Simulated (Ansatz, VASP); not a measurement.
# Cd2H110C8S8N4O71F24 in two plane-wave programs

One calculation is typed for both programs; each brings its own data sets and cutoff. How far apart do they land? The cell is taken from a series of runs on this material, whose earlier steps may have relaxed, scaled, displaced or heated it; both programs get it as it stands.

Program: Ansatz 0.2.0. Level of theory: plane waves, with VASP 6.6.1 beside it; single point at LDA. Results are calculated unless marked as measured.

## Step 1: The structure

The cell holds 227 atoms: 4 N, 8 S, 71 O, 8 C, 24 F, 110 H and 2 Cd. Its edges and angles: a = 13.633 Å, b = 13.633 Å, c = 13.633 Å, α = 90.0°, β = 90.0°, γ = 90.0°.

## Step 2: Ansatz: single point, LDA

Ansatz runs on its default PAW (the set named soft_2) files.

With cell and atoms fixed, the geometry can't cause a difference; cores, projectors, grids and the points listed under the comparison can.

The input, input.yaml:

```yaml
crystal:
  lattice:
    - [13.63309, 0.0, 0.0]
    - [0.0, 13.63309, 0.0]
    - [0.0, 0.0, 13.63309]
  atoms:
    - { symbol: "N", position: [0.61591, 0.95411, 0.75602] }
    - { symbol: S, position: [0.6008, 0.88664, 0.66603] }
    - { symbol: O, position: [0.60658, 0.93714, 0.57117] }
    - { symbol: O, position: [0.51767, 0.81637, 0.67034] }
    - { symbol: C, position: [0.71048, 0.81552, 0.68582] }
    - { symbol: F, position: [0.72947, 0.79564, 0.77988] }
    - { symbol: F, position: [0.79153, 0.8606, 0.64645] }
    - { symbol: F, position: [0.7077, 0.72239, 0.64731] }
    - { symbol: S, position: [0.53679, 0.03047, 0.76734] }
    - { symbol: O, position: [0.47716, 0.05296, 0.68094] }
    - { symbol: O, position: [0.56177, 0.11666, 0.82858] }
    - { symbol: C, position: [0.4544, 0.96566, 0.848] }
    - { symbol: F, position: [0.39718, 0.02212, 0.902] }
    - { symbol: F, position: [0.50789, 0.91257, 0.91484] }
    - { symbol: F, position: [0.40362, 0.89512, 0.8008] }
    - { symbol: "N", position: [0.08531, 0.72604, 0.29737] }
    - { symbol: S, position: [0.12724, 0.78276, 0.38625] }
    - { symbol: O, position: [0.10276, 0.8846, 0.39146] }
    - { symbol: O, position: [0.23208, 0.76609, 0.40329] }
    - { symbol: C, position: [0.06402, 0.72754, 0.49487] }
    - { symbol: F, position: [0.99816, 0.79447, 0.53068] }
    - { symbol: F, position: [0.13104, 0.70652, 0.57041] }
    - { symbol: F, position: [0.00644, 0.64741, 0.47691] }
    - { symbol: S, position: [0.97795, 0.75702, 0.26483] }
    - { symbol: O, position: [0.9191, 0.7832, 0.35083] }
    - { symbol: O, position: [0.92901, 0.69535, 0.19667] }
    - { symbol: C, position: [0.01583, 0.87228, 0.1991] }
    - { symbol: F, position: [0.11595, 0.8898, 0.20075] }
    - { symbol: F, position: [0.96916, 0.95547, 0.22925] }
    - { symbol: F, position: [0.9884, 0.86494, 0.10345] }
    - { symbol: "N", position: [0.07112, 0.64876, 0.9012] }
    - { symbol: S, position: [0.96828, 0.69593, 0.88154] }
    - { symbol: O, position: [0.95241, 0.80152, 0.8943] }
    - { symbol: O, position: [0.8885, 0.6446, 0.92792] }
    - { symbol: C, position: [0.94431, 0.66058, 0.7506] }
    - { symbol: F, position: [0.91341, 0.73705, 0.69574] }
    - { symbol: F, position: [0.87694, 0.58648, 0.74214] }
    - { symbol: F, position: [0.02756, 0.63044, 0.70293] }
    - { symbol: S, position: [0.14878, 0.71831, 0.8546] }
    - { symbol: O, position: [0.11671, 0.77271, 0.76605] }
    - { symbol: O, position: [0.2441, 0.67814, 0.83922] }
    - { symbol: C, position: [0.16567, 0.81192, 0.9495] }
    - { symbol: F, position: [0.12228, 0.89865, 0.92483] }
    - { symbol: F, position: [0.26021, 0.83427, 0.96322] }
    - { symbol: F, position: [0.13278, 0.78161, 0.03936] }
    - { symbol: "N", position: [0.33905, 0.54933, 0.31657] }
    - { symbol: S, position: [0.3601, 0.4947, 0.21928] }
    - { symbol: O, position: [0.34941, 0.3875, 0.22764] }
    - { symbol: O, position: [0.45103, 0.52215, 0.17501] }
    - { symbol: C, position: [0.26218, 0.54418, 0.13634] }
    - { symbol: F, position: [0.21019, 0.472, 0.09094] }
    - { symbol: F, position: [0.30422, 0.60639, 0.06716] }
    - { symbol: F, position: [0.2039, 0.60272, 0.1867] }
    - { symbol: S, position: [0.2437, 0.5028, 0.36674] }
    - { symbol: O, position: [0.16395, 0.4641, 0.30462] }
    - { symbol: O, position: [0.20298, 0.56464, 0.44374] }
    - { symbol: C, position: [0.30179, 0.39857, 0.42366] }
    - { symbol: F, position: [0.29264, 0.4063, 0.52147] }
    - { symbol: F, position: [0.40147, 0.39448, 0.41497] }
    - { symbol: F, position: [0.25455, 0.31112, 0.39741] }
    - { symbol: O, position: [0.14496, 0.14821, 0.81642] }
    - { symbol: H, position: [0.12871, 0.07857, 0.80011] }
    - { symbol: H, position: [0.14609, 0.18811, 0.75488] }
    - { symbol: O, position: [0.45976, 0.34213, 0.94737] }
    - { symbol: H, position: [0.38768, 0.34409, 0.96085] }
    - { symbol: H, position: [0.47099, 0.32551, 0.87682] }
    - { symbol: O, position: [0.27928, 0.81202, 0.64883] }
    - { symbol: H, position: [0.26829, 0.88442, 0.65307] }
    - { symbol: H, position: [0.21755, 0.77681, 0.667] }
    - { symbol: O, position: [0.2993, 0.0695, 0.6036] }
    - { symbol: H, position: [0.29482, 0.04389, 0.53501] }
    - { symbol: H, position: [0.36974, 0.07359, 0.62362] }
    - { symbol: O, position: [0.85691, 0.22932, 0.64401] }
    - { symbol: H, position: [0.81795, 0.26777, 0.69284] }
    - { symbol: H, position: [0.8113, 0.19441, 0.59838] }
    - { symbol: O, position: [0.64889, 0.00733, 0.2587] }
    - { symbol: H, position: [0.62332, 0.96123, 0.20769] }
    - { symbol: H, position: [0.72177, 0.01276, 0.25242] }
    - { symbol: O, position: [0.30134, 0.44804, 0.72312] }
    - { symbol: H, position: [0.34117, 0.43977, 0.78415] }
    - { symbol: H, position: [0.29228, 0.38282, 0.69081] }
    - { symbol: O, position: [0.50274, 0.131, 0.31017] }
    - { symbol: H, position: [0.55687, 0.08151, 0.30924] }
    - { symbol: H, position: [0.52219, 0.18927, 0.27009] }
    - { symbol: O, position: [0.27609, 0.25273, 0.67601] }
    - { symbol: H, position: [0.2854, 0.18066, 0.66609] }
    - { symbol: H, position: [0.20696, 0.27094, 0.65958] }
    - { symbol: O, position: [0.55255, 0.88841, 0.37963] }
    - { symbol: H, position: [0.57727, 0.93167, 0.32579] }
    - { symbol: H, position: [0.57705, 0.91325, 0.44415] }
    - { symbol: O, position: [0.30575, 0.86012, 0.21712] }
    - { symbol: H, position: [0.29436, 0.93258, 0.21688] }
    - { symbol: H, position: [0.29194, 0.83342, 0.28403] }
    - { symbol: O, position: [0.4912, 0.31599, 0.74151] }
    - { symbol: H, position: [0.54227, 0.26491, 0.75428] }
    - { symbol: H, position: [0.44103, 0.28933, 0.6951] }
    - { symbol: O, position: [0.30732, 0.61086, 0.59715] }
    - { symbol: H, position: [0.2912, 0.55927, 0.64674] }
    - { symbol: H, position: [0.26824, 0.59922, 0.53618] }
    - { symbol: O, position: [0.10166, 0.06251, 0.48363] }
    - { symbol: H, position: [0.10246, 0.99213, 0.46298] }
    - { symbol: H, position: [0.14858, 0.07223, 0.53917] }
    - { symbol: O, position: [0.50993, 0.27727, 0.14949] }
    - { symbol: H, position: [0.48927, 0.27079, 0.0794] }
    - { symbol: H, position: [0.47394, 0.33315, 0.18052] }
    - { symbol: O, position: [0.48709, 0.2023, 0.53116] }
    - { symbol: H, position: [0.50062, 0.14285, 0.57194] }
    - { symbol: H, position: [0.47073, 0.18175, 0.46267] }
    - { symbol: O, position: [0.94919, 0.24397, 0.18985] }
    - { symbol: H, position: [0.99217, 0.22787, 0.24706] }
    - { symbol: H, position: [0.92472, 0.18188, 0.15941] }
    - { symbol: O, position: [0.96015, 0.18186, 0.90111] }
    - { symbol: H, position: [0.94891, 0.11361, 0.92553] }
    - { symbol: H, position: [0.02917, 0.18817, 0.87709] }
    - { symbol: O, position: [0.72132, 0.56521, 0.96366] }
    - { symbol: H, position: [0.71794, 0.59514, 0.03054] }
    - { symbol: H, position: [0.78026, 0.59088, 0.92834] }
    - { symbol: O, position: [0.63282, 0.51464, 0.19867] }
    - { symbol: H, position: [0.65609, 0.5778, 0.16952] }
    - { symbol: H, position: [0.56048, 0.50816, 0.18839] }
    - { symbol: O, position: [0.92256, 0.05533, 0.71727] }
    - { symbol: H, position: [0.92027, 0.12801, 0.7076] }
    - { symbol: H, position: [0.90624, 0.02173, 0.65415] }
    - { symbol: O, position: [0.74144, 0.28597, 0.39485] }
    - { symbol: H, position: [0.72526, 0.33002, 0.45123] }
    - { symbol: H, position: [0.76021, 0.21974, 0.42018] }
    - { symbol: O, position: [0.90925, 0.98414, 0.91203] }
    - { symbol: H, position: [0.9161, 0.91132, 0.90655] }
    - { symbol: H, position: [0.92319, 0.01497, 0.84695] }
    - { symbol: O, position: [0.83647, 0.3258, 0.01219] }
    - { symbol: H, position: [0.86332, 0.28424, 0.95804] }
    - { symbol: H, position: [0.76323, 0.32674, 0.00826] }
    - { symbol: O, position: [0.50259, 0.62973, 0.54086] }
    - { symbol: H, position: [0.50202, 0.55639, 0.53973] }
    - { symbol: H, position: [0.5497, 0.6546, 0.49043] }
    - { symbol: O, position: [0.60625, 0.86144, 0.12732] }
    - { symbol: H, position: [0.55625, 0.81927, 0.09411] }
    - { symbol: H, position: [0.64404, 0.89891, 0.07683] }
    - { symbol: O, position: [0.90079, 0.46641, 0.44769] }
    - { symbol: H, position: [0.83244, 0.44043, 0.45355] }
    - { symbol: H, position: [0.9134, 0.51444, 0.50168] }
    - { symbol: O, position: [0.06272, 0.20566, 0.35791] }
    - { symbol: H, position: [0.10789, 0.2574, 0.38365] }
    - { symbol: H, position: [0.05841, 0.15069, 0.40628] }
    - { symbol: O, position: [0.84418, 0.1119, 0.08978] }
    - { symbol: H, position: [0.78308, 0.11299, 0.0492] }
    - { symbol: H, position: [0.88099, 0.04978, 0.07688] }
    - { symbol: O, position: [0.26834, 0.29469, 0.97412] }
    - { symbol: H, position: [0.25544, 0.27668, 0.04404] }
    - { symbol: H, position: [0.23883, 0.24408, 0.92999] }
    - { symbol: O, position: [0.53585, 0.41479, 0.56625] }
    - { symbol: H, position: [0.521, 0.37749, 0.62764] }
    - { symbol: H, position: [0.53713, 0.3686, 0.50928] }
    - { symbol: O, position: [0.71189, 0.2656, 0.80111] }
    - { symbol: H, position: [0.70764, 0.30427, 0.8633] }
    - { symbol: H, position: [0.6889, 0.19703, 0.81334] }
    - { symbol: O, position: [0.65995, 0.12569, 0.98331] }
    - { symbol: H, position: [0.64263, 0.18112, 0.02812] }
    - { symbol: H, position: [0.61859, 0.1293, 0.92284] }
    - { symbol: O, position: [0.71649, 0.94416, 0.97171] }
    - { symbol: H, position: [0.78894, 0.94806, 0.96094] }
    - { symbol: H, position: [0.68718, 0.01109, 0.96524] }
    - { symbol: O, position: [0.78163, 0.37727, 0.2266] }
    - { symbol: H, position: [0.7271, 0.42566, 0.21856] }
    - { symbol: H, position: [0.76908, 0.33591, 0.28586] }
    - { symbol: O, position: [0.09592, 0.96514, 0.73292] }
    - { symbol: H, position: [0.03116, 0.9977, 0.72167] }
    - { symbol: H, position: [0.08511, 0.89513, 0.75193] }
    - { symbol: O, position: [0.75392, 0.08693, 0.51973] }
    - { symbol: H, position: [0.69091, 0.05283, 0.53545] }
    - { symbol: H, position: [0.7862, 0.05367, 0.46288] }
    - { symbol: O, position: [0.85121, 0.97263, 0.38211] }
    - { symbol: H, position: [0.8758, 0.90409, 0.39094] }
    - { symbol: H, position: [0.8913, 0.00659, 0.33093] }
    - { symbol: O, position: [0.98234, 0.44247, 0.26748] }
    - { symbol: H, position: [0.05367, 0.45586, 0.27815] }
    - { symbol: H, position: [0.94492, 0.45945, 0.32824] }
    - { symbol: O, position: [0.07857, 0.31128, 0.66942] }
    - { symbol: H, position: [0.07617, 0.37712, 0.63718] }
    - { symbol: H, position: [0.01761, 0.27386, 0.65316] }
    - { symbol: O, position: [0.72282, 0.43413, 0.54901] }
    - { symbol: H, position: [0.76039, 0.46646, 0.60307] }
    - { symbol: H, position: [0.65094, 0.43925, 0.56273] }
    - { symbol: O, position: [0.32079, 0.04937, 0.22632] }
    - { symbol: H, position: [0.30929, 0.08333, 0.16232] }
    - { symbol: H, position: [0.38696, 0.06765, 0.25215] }
    - { symbol: O, position: [0.88942, 0.53399, 0.11285] }
    - { symbol: H, position: [0.87502, 0.56596, 0.04842] }
    - { symbol: H, position: [0.90511, 0.58545, 0.1627] }
    - { symbol: O, position: [0.29596, 0.00499, 0.41508] }
    - { symbol: H, position: [0.23011, 0.97902, 0.39587] }
    - { symbol: H, position: [0.33465, 0.02057, 0.35474] }
    - { symbol: O, position: [0.59515, 0.69406, 0.38767] }
    - { symbol: H, position: [0.6038, 0.7649, 0.37071] }
    - { symbol: H, position: [0.622, 0.6525, 0.33353] }
    - { symbol: O, position: [0.41389, 0.68138, 0.77169] }
    - { symbol: H, position: [0.34588, 0.68163, 0.79916] }
    - { symbol: H, position: [0.46235, 0.6756, 0.82645] }
    - { symbol: O, position: [0.20788, 0.27259, 0.15809] }
    - { symbol: H, position: [0.26253, 0.31305, 0.18558] }
    - { symbol: H, position: [0.18654, 0.22321, 0.20795] }
    - { symbol: O, position: [0.41487, 0.80445, 0.48486] }
    - { symbol: H, position: [0.47474, 0.81662, 0.44427] }
    - { symbol: H, position: [0.35544, 0.8061, 0.44189] }
    - { symbol: O, position: [0.03166, 0.38431, 0.05332] }
    - { symbol: H, position: [0.0887, 0.36239, 0.09388] }
    - { symbol: H, position: [0.05346, 0.39469, 0.98406] }
    - { symbol: O, position: [0.65255, 0.37798, 0.95894] }
    - { symbol: H, position: [0.58065, 0.36557, 0.96649] }
    - { symbol: H, position: [0.66372, 0.44902, 0.94452] }
    - { symbol: O, position: [0.10519, 0.41499, 0.86953] }
    - { symbol: H, position: [0.17699, 0.42907, 0.87474] }
    - { symbol: H, position: [0.0909, 0.38466, 0.80429] }
    - { symbol: O, position: [0.7224, 0.6851, 0.1585] }
    - { symbol: H, position: [0.79264, 0.70616, 0.16019] }
    - { symbol: H, position: [0.67906, 0.74418, 0.16195] }
    - { symbol: O, position: [0.42372, 0.77, 0.05843] }
    - { symbol: H, position: [0.37971, 0.7166, 0.03411] }
    - { symbol: H, position: [0.39012, 0.80676, 0.11228] }
    - { symbol: O, position: [0.54141, 0.65779, 0.91472] }
    - { symbol: H, position: [0.60447, 0.6216, 0.92443] }
    - { symbol: H, position: [0.5262, 0.69697, 0.97483] }
    - { symbol: O, position: [0.09384, 0.49466, 0.59364] }
    - { symbol: H, position: [0.12867, 0.50584, 0.53005] }
    - { symbol: H, position: [0.1048, 0.5521, 0.63793] }
    - { symbol: Cd, position: [0.9084, 0.38166, 0.14036] }
    - { symbol: Cd, position: [0.40691, 0.72341, 0.62666] }
kpoints:
  mp_grid: { grid: [1, 1, 1] }
hamiltonian:
  xc: lda
scf:
  occupations: { method: fixed }
output:
  forces: true
  stress: true
  populations: true
  dos:
    method: { smearing: { sigma: 0.15 } }
    de: 0.1
    projected: { site_lists: { C: [C], Cd: [Cd], F: [F], H: [H], "N": ["N"] } }
  eigenvalues: true
```

On the command line:

```bash
$ ansatz run input.yaml --threads 4 --pin off --max-ram 8192MiB --backend cpu --events-out ev --progress --plain --runs-dir out
```

Numbers of over 12 decimals in the logs are rounded to 6 here.

The log of the run:

```text
Engine: ansatz 0.2.0, x86_64-unknown-linux-gnu
Pseudopotentials: kind: paw
Pseudopotential: N, paw, valence charge 5, recommended cutoff 420 eV (normal), N.paw.azcp
Pseudopotential: S, paw, valence charge 6, recommended cutoff 420 eV (normal), S.paw.azcp
Pseudopotential: O, paw, valence charge 6, recommended cutoff 420 eV (normal), O.paw.azcp
Pseudopotential: C, paw, valence charge 4, recommended cutoff 420 eV (normal), C.paw.azcp
Pseudopotential: F, paw, valence charge 7, recommended cutoff 420 eV (normal), F.paw.azcp
Pseudopotential: H, paw, valence charge 1, recommended cutoff 420 eV (normal), H.paw.azcp
Pseudopotential: Cd, paw, valence charge 20, recommended cutoff 420 eV (normal), Cd.paw.azcp
Functional definition: SPW92
  exchange = slater_x
  correlation = pw_c
Crystal: 227 atoms, lattice volume = 2533.862 Å³
Basis set: ecut = 420 eV, 49509 PW (Γ)
Bands: 649, of which v1, the nominal top of the filled ones, is band 422 counted from 1 (421 counted from 0)
Symmetry: 1 space group operations
Space group: P1 (ITA 1), of the structure as read, at distance tolerance 1.4e-4 Å
k-points: 1
Non-local potential: N, projectors of the file, l = 0: 2, l = 1: 2, l = 2: 1
Non-local potential: S, projectors of the file, l = 0: 2, l = 1: 2, l = 2: 2
Non-local potential: O, projectors of the file, l = 0: 2, l = 1: 2, l = 2: 1
Non-local potential: C, projectors of the file, l = 0: 2, l = 1: 2, l = 2: 1
Non-local potential: F, projectors of the file, l = 0: 2, l = 1: 2, l = 2: 1
Non-local potential: H, projectors of the file, l = 0: 2, l = 1: 1
Non-local potential: Cd, projectors of the file, l = 0: 3, l = 1: 2, l = 2: 2, l = 3: 1
PAW form: soft (Blöchl's): semilocal exchange-correlation on the pseudo side does not see the compensation charge
PAW frozen core: N, regenerated for the run's functional, and the local potential with it (the file was generated under x = pbe(κ = 0.804, μ = 0.219515), c = pbe(β = 0.066725))
PAW frozen core: S, regenerated for the run's functional, and the local potential with it (the file was generated under x = pbe(κ = 0.804, μ = 0.219515), c = pbe(β = 0.066725))
PAW frozen core: O, regenerated for the run's functional, and the local potential with it (the file was generated under x = pbe(κ = 0.804, μ = 0.219515), c = pbe(β = 0.066725))
PAW frozen core: C, regenerated for the run's functional, and the local potential with it (the file was generated under x = pbe(κ = 0.804, μ = 0.219515), c = pbe(β = 0.066725))
PAW frozen core: F, regenerated for the run's functional, and the local potential with it (the file was generated under x = pbe(κ = 0.804, μ = 0.219515), c = pbe(β = 0.066725))
PAW frozen core: Cd, regenerated for the run's functional, and the local potential with it (the file was generated under x = pbe(κ = 0.804, μ = 0.219515), c = pbe(β = 0.066725))
PAW one-centre angular grid: N, 110 points (default); XC on 64 Gauss nodes
PAW one-centre angular grid: S, 110 points (default); XC on 64 Gauss nodes
PAW one-centre angular grid: O, 110 points (default); XC on 64 Gauss nodes
PAW one-centre angular grid: C, 110 points (default); XC on 64 Gauss nodes
PAW one-centre angular grid: F, 110 points (default); XC on 64 Gauss nodes
PAW one-centre angular grid: H, 110 points (default); XC on 64 Gauss nodes
PAW one-centre angular grid: Cd, 590 points (default); XC on 64 Gauss nodes
Initial density: superposition of atomic densities (neutral atoms: chi_scale 0, normalization atom), corrected by the library's trained network
Initial wavefunctions: pseudopotential atomic-orbital guess
Functional: x = slater, c = lda
SCF iter   1: F=—  HF=-86802.449004 eV  |F-HF|=—  |Δ(HF+E_count)|=         —  Δρ=9.62e-3  dr2=2.06e0  ethr=1.77e-3  ⟨swp⟩=5.0  Hψ=2632  notcnv=0  defer=224
preconditioner: auto → Resta (q_TF=auto, 2.272 Å⁻¹)  ε∞=2.5  [insulator: Δε(μ)=4.129 eV  Ē_g=17.149 eV  n_scr=484 (ndim 8)  ℏωp=21.0 eV  f_vac=0.300  ε∞_Penn≈2.5]
SCF iter   2: F=—  HF=-86801.822319 eV  |F-HF|=—  |Δ(HF+E_count)|=   6.27e-1  Δρ=3.95e-3  dr2=4.11e-1  ethr=2.44e-4  ⟨swp⟩=2.0  Hψ=1127  notcnv=0  defer=224
SCF iter   3: F=—  HF=-86801.703356 eV  |F-HF|=—  |Δ(HF+E_count)|=   1.19e-1  Δρ=1.89e-3  dr2=1.22e-1  ethr=4.86e-5  ⟨swp⟩=3.0  Hψ=816  notcnv=0  defer=225
SCF iter   4: F=—  HF=-86801.663104 eV  |F-HF|=—  |Δ(HF+E_count)|=   4.03e-2  Δρ=6.36e-4  dr2=1.49e-2  ethr=1.44e-5  ⟨swp⟩=2.0  Hψ=1126  notcnv=0  defer=225
SCF iter   5: F=—  HF=-86801.659989 eV  |F-HF|=—  |Δ(HF+E_count)|=   3.12e-3  Δρ=3.61e-4  dr2=3.37e-3  ethr=1.77e-6  ⟨swp⟩=2.0  Hψ=819  notcnv=0  defer=225
SCF iter   6: F=—  HF=-86801.659529 eV  |F-HF|=—  |Δ(HF+E_count)|=   4.60e-4  Δρ=1.35e-4  dr2=4.71e-4  ethr=4.00e-7  ⟨swp⟩=2.0  Hψ=840  notcnv=0  defer=225
[...]
--- Löwdin populations: 227 sites ---
  site symbol       q [e]
     0      N      5.8089
     1      S      3.8344
     2      O      6.6971
     3      O      6.7385
     4      C      3.3384
     5      F      7.1779
     6      F      7.2089
     7      F      7.2130
     8      S      3.7986
     9      O      6.6985
    10      O      6.6842
    11      C      3.3612
    12      F      7.1786
    13      F      7.2235
    14      F      7.1948
    15      N      5.8522
    16      S      3.8004
    17      O      6.7190
    18      O      6.6881
    19      C      3.3844
    20      F      7.2009
    21      F      7.2082
    22      F      7.1917
    23      S      3.8082
[...]
219      O      6.6963
   220      H      0.6096
   221      H      0.6083
   222      O      6.6830
   223      H      0.6221
   224      H      0.6109
   225     Cd     18.4536
   226     Cd     18.4447
  spilling = 0.012568 (of n_electrons = 844.000000)
```

Reading the cycles: dr2 is the Hartree energy of the density residual (eV), the measure of convergence; HF is the Harris–Foulkes estimate of the energy, which meets the free energy F at convergence.

(Part 1 of 2 ends here.)

[Lines on the potential files, build, host, timing and source positions are cut from VASP's logs without a mark.]

[Logs are printed without paths, hosts, clocks, repeated set-up lines and the standing remarks that a program may print on its own settings, such as how far it seeks lower states.]

[Hosts, paths, dates, database ids (printed as entryN), source tags and the programs' standing remarks are cut or masked in the printed files.]
